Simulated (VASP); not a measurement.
Data:

```xyz
4
Lattice="1.9171 -5.0660 0.0000 1.9171 5.0660 0.0000 0.0000 0.0000 3.7781" Properties=species:S:1:pos:R:3 pbc="T T T"
P      1.9171    -0.6485     0.9445
P      1.9171     0.6485     2.8336
W      1.9171    -3.5943     0.9445
W      1.9171     3.5943     2.8336
```

All values below come from PBE GGA, VASP's PBE PAW potentials (set 64) (plane waves; VASP). Settings: 400 eV cut-off, 6×6×5 Γ-centred mesh, Gaussian smearing of 0.050 eV, potentials P W_sv.

**Question.** Which forces act on the atoms, in eV/Å?

**Answer.** 
| atom | Fx | Fy | Fz |
|---|---|---|---|
| P1 | 0.000 | -2.597 | 0.000 |
| P2 | 0.000 | 2.597 | 0.000 |
| W3 | 0.000 | -0.335 | 0.000 |
| W4 | 0.000 | 0.335 | 0.000 |

**Question.** Give the stress tensor in GPa (positive for a compressed cell).

**Answer.** 
```
-35.70    0.00    0.00
  0.00  -30.18    0.00
  0.00    0.00  -18.54
```
The pressure is its mean diagonal, -28.14 GPa.

The structure was generated: PW was put into the CrB type (Cmcm), which need not be its known phase. The cell was not relaxed at this level. The k-mesh is coarse (spacing up to 0.33 per Å, 2π included), so the numbers may not be converged in it.
